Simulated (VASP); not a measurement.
All values below come from HSE06 screened hybrid, VASP's PBE PAW potentials (set 64) (plane waves; VASP).

VASP ran on this input.

File KPOINTS:
```
Automatic mesh
0
Gamma
1 1 1
0 0 0
```

### POSCAR
```
Ga32As31S
1
   11.5222104212     0.0000000000     0.0000000000
    0.0000000000    11.5222104212     0.0000000000
    0.0000000000     0.0000000000    11.5222104212
Ga As S
32 31 1
Direct
  0.4990550759   0.0001061370   0.9998982312
  0.7499142243   0.2499786056   0.9989646247
  0.7497782828   0.9989250716   0.2499015103
  0.0002666944   0.9998150069   0.9998200160
  0.2497006672   0.2489035808   0.9996870044
  0.5000211814   0.5001002801   0.9988287796
  0.7509933620   0.7497480299   0.9999326004
  0.2497808800   0.9998704441   0.2491046028
  0.4972538000   0.2477404904   0.2474182790
  0.7510728315   0.5013223794   0.2479898393
  0.4998595903   0.9988672500   0.4997762320
  0.7515859974   0.2470620902   0.5018490488
  0.7509721160   0.9996065331   0.7502048043
  0.9996548712   0.5009641294   0.9999747888
  0.2498198132   0.7502917590   0.9998001691
  0.0009004282   0.2502122824   0.2500346596
  0.2487972028   0.4999040650   0.2499539779
  0.5001513248   0.7511105803   0.2499006239
  0.0000202382   0.9998698525   0.5010552923
  0.2488964195   0.2500243514   0.4998585447
  0.4969379113   0.5026375126   0.5022911740
  0.7498758254   0.7506256302   0.4997351371
  0.2498086378   0.9998621663   0.7502592631
  0.5000611159   0.2503239760   0.7509959057
  0.7497872757   0.4996433055   0.7504491234
  0.9994312151   0.7495857031   0.2493044370
  0.0003698142   0.4997676915   0.4998214183
  0.2495180622   0.7501789355   0.5009710296
  0.9996294743   0.2493683756   0.7495898303
  0.2495227922   0.5009731795   0.7501733939
  0.4992105146   0.7500644343   0.7498987402
  0.0002102531   0.7501386389   0.7502289380
  0.6257945718   0.1253483466   0.1252714694
  0.8744777260   0.3740761253   0.1253989233
  0.8746898615   0.1251588092   0.3738982155
  0.1249395438   0.1249508503   0.1249995446
  0.3750449177   0.3760332325   0.1250184271
  0.6240331642   0.6246181170   0.1253129145
  0.8750288290   0.8749237127   0.1249271068
  0.3751384358   0.1252426094   0.3758351150
  0.8741752280   0.6241770601   0.3757043210
  0.6238448936   0.1250308620   0.6248463018
  0.8742659605   0.3755452827   0.6242694850
  0.8751294298   0.1249724157   0.8749431343
  0.1247889308   0.6251349955   0.1248864547
  0.3749330334   0.8751257863   0.1248956954
  0.1248282890   0.3750236643   0.3751229354
  0.3749993006   0.6249797224   0.3737786938
  0.6250700052   0.8749809906   0.3750360136
  0.1249546396   0.1250240851   0.6251059400
  0.3750449274   0.3741175585   0.6248062508
  0.6257324400   0.6245979699   0.6245531761
  0.8750189846   0.8748020428   0.6249967180
  0.3749976238   0.1250114418   0.8749067923
  0.6250979785   0.3750496243   0.8749439039
  0.8748926136   0.6248673594   0.8747486547
  0.1247002463   0.8749216361   0.3748799275
  0.1246973074   0.6249038548   0.6249640072
  0.3748881977   0.8749961707   0.6250875032
  0.1246772807   0.3749207123   0.8750160268
  0.3748843348   0.6251672053   0.8748827770
  0.6249281357   0.8748832179   0.8751671129
  0.1250292693   0.8750307663   0.8750169262
  0.6239470069   0.3745933043   0.3751275128
```

INCAR:
```
# general
SYSTEM    =  Ga32As31S
PREC      =  Normal
ENCUT     =  400
LREAL     =  Auto   # projection in real space or not
LASPH     =  .TRUE.   # aspherical one-centre terms
ISYM      =  0
NELECT    =  256.0

# electronic loop
EDIFF     =  1E-5
NELM      =  50   # most electronic steps
NELMIN    =  4
ALGO      =  Normal
LMAXMIX   =  4   # l cut-off of mixed one-centre charges

# smearing
ISMEAR    =  0
SIGMA     =  0.05

# functional
GGA       =  PE   # PBE
LHFCALC   =  .TRUE.
AEXX      =  0.25
HFSCREEN  =  0.2
PRECFOCK  =  Fast

# ions
ISIF      =  0

# output
LWAVE     =  .FALSE.
LCHARG    =  .FALSE.
```

POTCAR, in this order: Ga As S (PBE.64 set). Program: vasp_gam. Read from the step before: WAVECAR.

The cell is charged, with a uniform compensating background. The supercell is sampled at Γ alone, which is coarse: total energies, pressure and levels can be off, energies of defects by several tenths of an eV.

Question: Predict the energy per atom (σ→0).

Answer: 
```
Property                       Result
---------------------  --------------
energy per atom (σ→0)  -4.916 eV/atom
```

### OSZICAR
```
...
DAV:   5    -0.314640134565E+03    0.66096E-02   -0.45878E-03   371   0.108E-01    0.170E+00
DAV:   6    -0.314637848296E+03    0.22863E-02   -0.10018E-03   347   0.568E-02    0.947E-01
DAV:   7    -0.314637046995E+03    0.80130E-03   -0.30073E-04   347   0.340E-02    0.520E-01
DAV:   8    -0.314636788960E+03    0.25803E-03   -0.11490E-04   348   0.217E-02    0.281E-01
DAV:   9    -0.314636714811E+03    0.74149E-04   -0.38904E-05   275   0.130E-02    0.151E-01
DAV:  10    -0.314636697657E+03    0.17154E-04   -0.13719E-05   195   0.815E-03    0.818E-02
DAV:  11    -0.314636696550E+03    0.11069E-05   -0.54518E-06   179   0.497E-03
   1 F= -.31463670E+03 E0= -.31463670E+03  d E =-.167499E-12
```

The cell is a supercell with a defect, built from GaAs (zinc blende): S_As, charge +1. The cell's shape comes from a PBE relaxation. The run is not spin-polarised, so no state with unpaired spins was tried.
